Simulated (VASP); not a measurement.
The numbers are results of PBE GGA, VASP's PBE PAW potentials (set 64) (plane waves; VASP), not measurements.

A VASP calculation is set up with these files.

POSCAR:
```
Cl
1
    2.2400000000    -3.1200000000     0.0000000000
    2.2400000000     3.1200000000     0.0000000000
    0.0000000000     0.0000000000     8.2600000000
Cl
4
Direct
  0.8770000000   0.8770000000   0.8970000000
  0.6230000000   0.6230000000   0.3970000000
  0.3770000000   0.3770000000   0.6030000000
  0.1230000000   0.1230000000   0.1030000000
```

### KPOINTS
```
Automatic mesh
0
Gamma
7 7 3
0 0 0
```

### INCAR
```
SYSTEM = Cl
PREC = Accurate
ENCUT = 300
EDIFF = 1E-6
NELM = 100
ALGO = Normal
LREAL = .FALSE.
LASPH = .TRUE.
ISMEAR = -1
SIGMA = 0.05
GGA = PE
LWAVE = .FALSE.
LCHARG = .FALSE.
ISIF = 2
```

POTCAR, in this order: Cl (PBE.64 set). Program: vasp_std.

The resulting files:

File OUTCAR:
```
 ion  position               nearest neighbor table
   1  0.877  0.877  0.897-   4 2.03
   2  0.623  0.623  0.397-   3 2.03
   3  0.377  0.377  0.603-   2 2.03
   4  0.123  0.123  0.103-   1 2.03
  LATTYP: Found a base centered orthorhombic cell.
 ALAT       =     4.4800000000
 B/A-ratio  =     1.3928571429
 C/A-ratio  =     1.8437500000
 Subroutine PRICEL returns:
 Original cell was already a primitive cell.
 Subroutine GETGRP returns: Found  8 space group operations
The static configuration has the point symmetry C_2h.
 The point group associated with its full space group is D_2h.
The dynamic configuration has the point symmetry C_2h.
 Subroutine INISYM returns: Found  8 space group operations
 Subroutine IBZKPT returns following result:
 Found     32 irreducible k-points:

 Following reciprocal coordinates:
            Coordinates               Weight
  0.000000  0.000000  0.000000      1.000000
  0.142857 -0.000000  0.000000      4.000000
  0.285714  0.000000  0.000000      4.000000
  0.428571 -0.000000  0.000000      4.000000
  0.142857  0.142857  0.000000      2.000000
  0.285714  0.142857  0.000000      4.000000
  0.428571  0.142857  0.000000      4.000000
 -0.428571  0.142857  0.000000      4.000000
 -0.285714  0.142857  0.000000      4.000000
 -0.142857  0.142857  0.000000      2.000000
  0.285714  0.285714  0.000000      2.000000
  0.428571  0.285714  0.000000      4.000000
 -0.428571  0.285714  0.000000      4.000000
 -0.285714  0.285714  0.000000      2.000000
  0.428571  0.428571  0.000000      2.000000
 -0.428571  0.428571  0.000000      2.000000
  0.000000  0.000000  0.333333      2.000000
  0.142857 -0.000000  0.333333      8.000000
  0.285714  0.000000  0.333333      8.000000
...
```

OSZICAR:
```
       N       E                     dE             d eps       ncg     rms          rms(c)
DAV:   1     0.150978125316E+03    0.15098E+03   -0.92633E+03  1160   0.850E+02
DAV:   2     0.134528899334E+01   -0.14963E+03   -0.14686E+03  1670   0.202E+02
DAV:   3    -0.767638069864E+01   -0.90217E+01   -0.90013E+01  1322   0.610E+01
DAV:   4    -0.778496228320E+01   -0.10858E+00   -0.10853E+00  1476   0.783E+00
DAV:   5    -0.778631814591E+01   -0.13559E-02   -0.13557E-02  1316   0.855E-01    0.153E+01
DAV:   6    -0.742244252754E+01    0.36388E+00   -0.26054E-01  1262   0.339E+00    0.101E+01
DAV:   7    -0.731037356036E+01    0.11207E+00   -0.57315E-01  1282   0.489E+00    0.863E-01
DAV:   8    -0.729742134595E+01    0.12952E-01   -0.70386E-02  1214   0.186E+00    0.402E-01
DAV:   9    -0.729759303306E+01   -0.17169E-03   -0.16965E-03  1420   0.288E-01    0.781E-02
DAV:  10    -0.729772329334E+01   -0.13026E-03   -0.17145E-04  1458   0.933E-02    0.677E-02
DAV:  11    -0.729772967260E+01   -0.63793E-05   -0.49692E-05  1258   0.454E-02    0.872E-03
DAV:  12    -0.729773137354E+01   -0.17009E-05   -0.52508E-06  1336   0.163E-02    0.472E-03
DAV:  13    -0.729773198856E+01   -0.61502E-06   -0.78506E-07   708   0.689E-03
   1 F= -.72977320E+01 E0= -.72977320E+01  d E =-.266675E-10
```

### OUTCAR
```
------------------------ aborting loop because EDIFF is reached ----------------------------------------
  FORCE on cell =-STRESS in cart. coord.  units (eV):
  Direction    XX          YY          ZZ          XY          YZ          ZX
  --------------------------------------------------------------------------------------
  Total       -0.4258770      0.5661726     -1.0278950      0.0000000      0.0000000      0.0000000
  in kB       -5.9099274      7.8568199    -14.2641764      0.0000000      0.0000000      0.0000000
  external PRESSURE =      -4.1057613 kB  Pullay stress =       0.0000000 kB
  volume of cell :      115.45
      direct lattice vectors                 reciprocal lattice vectors
     2.240000000 -3.120000000  0.000000000     0.223214286 -0.160256410  0.000000000
     2.240000000  3.120000000  0.000000000     0.223214286  0.160256410  0.000000000
     0.000000000  0.000000000  8.260000000     0.000000000  0.000000000  0.121065375
 POSITION                                       TOTAL-FORCE (eV/Angst)
 -----------------------------------------------------------------------------------
      3.92896      0.00000      7.40922         0.201990      0.000000      0.216707
      2.79104      0.00000      3.27922        -0.201990      0.000000      0.216707
      1.68896      0.00000      4.98078         0.201990      0.000000     -0.216707
      0.55104      0.00000      0.85078        -0.201990      0.000000     -0.216707
 -----------------------------------------------------------------------------------
    total drift:                               -0.000000      0.000000      0.000000
  FREE ENERGIE OF THE ION-ELECTRON SYSTEM (eV)
  ---------------------------------------------------
  free  energy   TOTEN  =        -7.2977319886 eV

  energy  without entropy=       -7.2977319885  energy(sigma->0) =       -7.29773199
```
(Selected blocks of OUTCAR.)

At this cut-off the stress carries a Pulay error, which pulls relaxed volumes low.

The structure is a typed Cl crystal (Cmce). The cell was not relaxed at this level.
